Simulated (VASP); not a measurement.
A run of VASP 6.6.1:

Contents of INCAR:

```
SYSTEM = BaRhS3
PREC     = Accurate       ! precision mode
ENCUT    = 520            ! plane-wave cutoff, eV
EDIFF    = 1E-6           ! SCF threshold, eV
ISMEAR   = 0              ! smearing method
SIGMA    = 0.1            ! smearing width, eV
LREAL    = .False.        ! projectors in reciprocal space
LASPH    = .True.         ! aspherical terms in the spheres
NELM     = 150            ! most SCF steps
ALGO     = Normal         ! electronic algorithm
ISIF     = 2              ! what is computed and relaxed
LWAVE    = .False.        ! write WAVECAR
LCHARG   = .False.        ! write CHGCAR
ISPIN    = 2              ! spin polarisation
MAGMOM   = 0 0.85 0.24 0.24 0.24 ! initial moments
LORBIT   = 11             ! projections on sites
LMAXMIX  = 4              ! l up to which the mixer works
GGA      = PE             ! functional
NBANDS   = 34             ! bands
```

File KPOINTS:

```
regular mesh
0
Gamma
  8 8 8
  0 0 0
```

Contents of POSCAR:

```
BaRhS3
1.0
    4.8005190325      0.0000000000      0.0000000000
    0.0000000000      4.8005190325      0.0000000000
    0.0000000000      0.0000000000      4.8005190325
Ba Rh S
1 1 3
Direct
    0.5000000000      0.5000000000      0.5000000000
    0.0000000000      0.0000000000      0.0000000000
    0.5000000000      0.0000000000      0.0000000000
    0.0000000000      0.5000000000      0.0000000000
    0.0000000000      0.0000000000      0.5000000000
```

Potentials or basis: VASP PAW PBE potentials, release 64 (Ba_sv, Rh_pv, S).

Command:

```sh
$ cat potpaw_PBE.64/Ba_sv/POTCAR potpaw_PBE.64/Rh_pv/POTCAR potpaw_PBE.64/S/POTCAR > POTCAR
$ mpirun -np 1 vasp_std > vasp.out
```

Hardware: 1 thread of Intel(R) Xeon(R) 6975P-C (Granite Rapids), on a shared host.

**Question.** Estimate the wall time of this run.

**Answer.** It took 2.3 min on 1 thread of Intel(R) Xeon(R) 6975P-C (Granite Rapids), with other jobs on the host, peak memory 0.37 GiB. Counts: scf iterations 16, k points 35.
